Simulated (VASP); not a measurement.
An input for Ansatz (written as the equivalent of a VASP run, and not itself run):

Ansatz 0.2 input:
```yaml
crystal:
  lattice:
    - [0.0000000, 2.9499784, 2.9499784]
    - [2.9499784, 0.0000000, 2.9499784]
    - [2.9499784, 2.9499784, 0.0000000]
  atoms:
    - { symbol: Pb, position: [0.0000000, 0.0000000, 0.0000000] }
    - { symbol: S, position: [0.5000000, 0.5000000, 0.5000000] }
kpoints:
  mp_grid: { grid: [8, 8, 8] }
hamiltonian:
  xc: pbesol
  pseudopotentials: { kind: paw }
scf:
  occupations: { method: gaussian, width: 0.05 }
  max_iter: 100
relax:
  max_steps: 40
  f_tol: 0.01
  cell: { p_target: 10 }
output: { forces: true, stress: true, eigenvalues: true }
```

### Question
Write the VASP files for the same calculation (PBEsol).

### Answer
This is not unique; one that fits is 
### KPOINTS
```
Automatic mesh
0
Gamma
8 8 8
0 0 0
```

### POSCAR
```
PbS
1.0
  0.0000000000   2.9499783819   2.9499783819
  2.9499783819   0.0000000000   2.9499783819
  2.9499783819   2.9499783819   0.0000000000
Pb S
1 1
Cart
  0.0000000000   0.0000000000   0.0000000000
  2.9499783819   2.9499783819   2.9499783819
```

INCAR:
```
ALGO=Normal
EDIFF=1E-7
EDIFFG=-0.01
ENCUT=480
GGA=PS
IBRION=2
ISIF=3
ISMEAR=0
LASPH=.TRUE.
LCHARG=.FALSE.
LMAXMIX=4
LREAL=.FALSE.
LWAVE=.FALSE.
NELM=100
NSW=40
PREC=Accurate
PSTRESS=100
SIGMA=0.05
SYSTEM=PbS
```

POTCAR, in this order: Pb_d S (PBE.64 set). Program: vasp_std.

Limits of the translation: each code has its own PAW files, so the cut-off isn't converted (ENCUT is set for VASP's; basis.ecutwfc is left out, and Ansatz then takes the one that its files recommend); Ansatz stops its SCF on the density residual and VASP on the energy change (EDIFF).

The compound is PbS in the rock salt structure. This run relaxes it under an external pressure of 10 GPa. Symmetry was kept, so distortions that lower it aren't found.
